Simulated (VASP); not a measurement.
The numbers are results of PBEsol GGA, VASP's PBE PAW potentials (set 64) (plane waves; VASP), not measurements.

Input for VASP

File KPOINTS:
```
Automatic mesh
0
Gamma
7 7 7
0 0 0
```

### POSCAR
```
NaI
1
    0.0000000000     3.1980132894     3.1980132894
    3.1980132894     0.0000000000     3.1980132894
    3.1980132894     3.1980132894     0.0000000000
Na I
1 1
Direct
  0.0000000000   0.0000000000   0.0000000000
  0.5000000000   0.5000000000   0.5000000000
```

### INCAR
```
! general
SYSTEM  = NaI
PREC    = Accurate
ENCUT   = 400
LREAL   = .False.
LASPH   = .True.

! electronic loop
EDIFF   = 1E-6
NELM    = 100
ALGO    = Normal
LMAXMIX = 4

! smearing
ISMEAR  = 0
SIGMA   = 0.05

! functional
GGA     = PS

! ions
IBRION  = 2
NSW     = 60
ISIF    = 3
EDIFFG  = -0.01

! output
LWAVE   = .False.
LCHARG  = .False.
```

POTCAR, in this order: Na_pv I (PBE.64 set). Program: vasp_std.

The run wrote:

### OUTCAR
```
 ion  position               nearest neighbor table
   1  0.000  0.000  0.000-
   2  0.500  0.500  0.500-
  LATTYP: Found a face centered cubic cell.
 ALAT       =     6.3960265788
 Subroutine PRICEL returns:
 Original cell was already a primitive cell.
 Subroutine GETGRP returns: Found 48 space group operations
The static configuration has the point symmetry O_h .
The dynamic configuration has the point symmetry O_h .
 Subroutine INISYM returns: Found 48 space group operations
 Subroutine IBZKPT returns following result:
 Found     20 irreducible k-points:

 Following reciprocal coordinates:
            Coordinates               Weight
  0.000000  0.000000  0.000000      1.000000
  0.142857  0.000000  0.000000      8.000000
  0.285714  0.000000  0.000000      8.000000
  0.428571  0.000000  0.000000      8.000000
  0.142857  0.142857  0.000000      6.000000
  0.285714  0.142857  0.000000     24.000000
  0.428571  0.142857  0.000000     24.000000
 -0.428571  0.142857  0.000000     24.000000
 -0.285714  0.142857  0.000000     24.000000
...
```

OSZICAR:
```
       N       E                     dE             d eps       ncg     rms          rms(c)
DAV:   1     0.673082439866E+02    0.67308E+02   -0.60359E+03   456   0.937E+02
DAV:   2    -0.767150407378E+00   -0.68075E+02   -0.64195E+02   484   0.215E+02
DAV:   3    -0.561025756746E+01   -0.48431E+01   -0.48213E+01   539   0.609E+01
DAV:   4    -0.573109930989E+01   -0.12084E+00   -0.12080E+00   532   0.106E+01
DAV:   5    -0.573471551028E+01   -0.36162E-02   -0.36161E-02   523   0.178E+00    0.144E+00
DAV:   6    -0.567789212930E+01    0.56823E-01   -0.77486E-02   500   0.238E+00    0.961E-01
DAV:   7    -0.566790297377E+01    0.99892E-02   -0.58201E-02   519   0.180E+00    0.506E-01
DAV:   8    -0.566879503721E+01   -0.89206E-03   -0.32809E-03   473   0.681E-01    0.101E-01
DAV:   9    -0.566876902420E+01    0.26013E-04   -0.10339E-04   515   0.138E-01    0.266E-02
DAV:  10    -0.566877403803E+01   -0.50138E-05   -0.21349E-05   506   0.656E-02    0.554E-03
DAV:  11    -0.566877425678E+01   -0.21875E-06   -0.24115E-06   491   0.195E-02
   1 F= -.56687743E+01 E0= -.56687743E+01  d E =-.566877E+01
```

**OUTCAR**
```
------------------------ aborting loop because EDIFF is reached ----------------------------------------
  FORCE on cell =-STRESS in cart. coord.  units (eV):
  Direction    XX          YY          ZZ          XY          YZ          ZX
  --------------------------------------------------------------------------------------
  Total       -0.0096455     -0.0096455     -0.0096455      0.0000000      0.0000000      0.0000000
  in kB       -0.2362451     -0.2362451     -0.2362451      0.0000000      0.0000000      0.0000000
  external PRESSURE =      -0.2362451 kB  Pullay stress =       0.0000000 kB
  volume of cell :       65.41
      direct lattice vectors                 reciprocal lattice vectors
     0.000000000  3.198013289  3.198013289    -0.156347068  0.156347068  0.156347068
     3.198013289  0.000000000  3.198013289     0.156347068 -0.156347068  0.156347068
     3.198013289  3.198013289  0.000000000     0.156347068  0.156347068 -0.156347068
  FREE ENERGIE OF THE ION-ELECTRON SYSTEM (eV)
  ---------------------------------------------------
  free  energy   TOTEN  =        -5.6687742568 eV

  energy  without entropy=       -5.6687742568  energy(sigma->0) =       -5.66877426

 reached required accuracy - stopping structural energy minimisation
```
(Selected blocks of OUTCAR.)

The compound is NaI in the rock salt structure. It was relaxed first. The start is the result of an earlier pass.
